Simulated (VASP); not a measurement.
Consider the following.

```xyz
2
Lattice="3.8882 0.0000 0.0000 -1.9441 3.3673 0.0000 0.0000 0.0000 3.6182" Properties=species:S:1:pos:R:3 pbc="T T T"
Sn     0.0000     0.0000     0.0000
Ge     1.9441     1.1224     1.8091
```

All values below come from PBEsol GGA with spin-orbit coupling, VASP's PBE PAW potentials (set 64) (plane waves; VASP 6.6.1). Run with 400 eV cut-off, 10×10×9 Γ-centred mesh, Gaussian smearing of 0.050 eV, potentials Sn_d Ge_d.

Problem. Give the energies of bands 23 to 35 at the high-symmetry points, in eV from the Fermi level.

Solution. 
| band | Γ | M | K | A | L | H |
|---|---|---|---|---|---|---|
| 23 | -1.40 | -7.59 | -7.91 | -8.63 | -6.18 | -5.53 |
| 24 | -1.40 | -7.59 | -7.89 | -8.63 | -6.18 | -5.53 |
| 25 | -0.79 | -1.77 | -4.45 | 2.17 | -4.11 | -4.15 |
| 26 | -0.79 | -1.77 | -4.36 | 2.17 | -4.11 | -4.00 |
| 27 | 0.21 | 0.14 | 2.29 | 2.38 | -3.99 | -4.00 |
| 28 | 0.21 | 0.14 | 2.30 | 2.38 | -3.99 | -3.96 |
| 29 | 0.44 | 1.57 | 3.36 | 3.10 | 1.10 | -1.34 |
| 30 | 0.44 | 1.57 | 3.54 | 3.10 | 1.10 | -1.31 |
| 31 | 3.75 | 4.13 | 3.97 | 3.65 | 1.77 | -1.25 |
| 32 | 3.75 | 4.13 | 4.09 | 3.65 | 1.77 | -1.06 |
| 33 | 3.99 | 4.68 | 4.45 | 3.96 | 3.55 | 7.85 |
| 34 | 3.99 | 4.68 | 4.59 | 3.96 | 3.55 | 8.01 |
| 35 | 4.49 | 5.38 | 6.18 | 4.14 | 3.98 | 8.74 |

It has no gap at this level: it comes out as a metal or semimetal.

The structure was generated: SnGe was put into the WC type (P-6m2), which need not be its known phase. It was relaxed first, which changed the volume by +12 %.
